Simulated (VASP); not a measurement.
The system is AlSn.

```
Sn Al
1.0
     4.19811    0.00000    0.00000
    -2.09905    3.63567    0.00000
     0.00000    0.00000    3.30685
Sn Al
1 1
Direct
  0.33333 0.66667 0.50000
  0.00000 0.00000 0.00000
```

The cell comes from a database or a generator and needn't be the stable form of this composition.

```yaml
Program: VASP 6.6.1
Task: single point
Functional: PBE
Potentials_or_basis: VASP PAW PBE potentials, release 64 (Sn_d, Al)
Cutoff: 520 eV
k_mesh: 7 × 7 × 8
Occupations: fermi-dirac, width 0.05 eV
Spin: no spin polarisation
```

On this cell: pressure 0.2 GPa; largest force under 0.003 eV/Å; band gap on the k mesh none (metal or under the smearing width).

The same run follows on a disturbed copy (atoms moved at random, drawn with an rms of 0.05 Å):

```
Sn Al
1.0
     4.19811    0.00000    0.00000
    -2.09905    3.63567    0.00000
     0.00000    0.00000    3.30685
Sn Al
1 1
Cartesian
  0.0049 2.4017 1.6397
  0.0147 0.0155 -0.0180
```

Task: What changes?

Result: The energy (extrapolated to zero smearing) moves by +1.4 meV/atom; pressure 0.2 GPa; largest force 0.147 eV/Å; band gap on the k mesh none (metal or under the smearing width).

Forces on the atoms (eV/Å):
```
Sn   0.033  0.143 -0.007
Al  -0.033 -0.143  0.007
```

Stress tensor (GPa, compression positive):
```
-0.31 -0.11  0.00
-0.11  0.54 -0.01
 0.00 -0.01  0.43
```
